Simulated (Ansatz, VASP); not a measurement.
**Two plane-wave programs on ScB2N3**

```
Sc B N
1.0
     2.74499    0.00000    0.00000
    -1.37250    2.37723    0.00000
     0.00000    0.00000    6.77534
Sc B N
1 2 3
Cartesian
  0.0000 0.0000 0.0000
  0.0000 1.5848 4.4683
  1.3725 0.7924 2.3070
  0.0000 1.5848 1.4452
  0.0000 0.0000 3.3877
  1.3725 0.7924 5.3301
```

Change from the starting cell: species swapped into the NaNi2O3 type (P-3m1, No. 164).

Alike in both runs: functional PBE; k mesh 6 × 6 × 2; occupations gaussian, width 0.1 eV; no spin polarisation.

Ansatz relaxed the structure, and its values are those at the end. VASP's run is a single point on that final structure, the one shown.

```csv
,VASP,Ansatz
version,VASP 6.6.1,Ansatz 0.2.0
potentials or method,"VASP PAW PBE potentials, release 64 (Sc_sv, B, N)","scalar-relativistic, plane waves, PAW"
plane-wave cutoff (eV),520,420
valence electrons in the cell,32,32
```

```csv
,VASP,Ansatz,Ansatz less VASP
gap on the k mesh at the Fermi level (eV),none,none,-
pressure (GPa),0.8,0.0,-0.79
rms of the force components (eV/Å),0.033,0.001,-0.0316
```

A gap of «none» marks a metal or a gap that the smearing closes. With one functional, cell and mesh, what is left measures potentials, basis and numerics.

Caveats: the k mesh is coarse (spacing up to 0.46 Å⁻¹), so the values aren't converged.
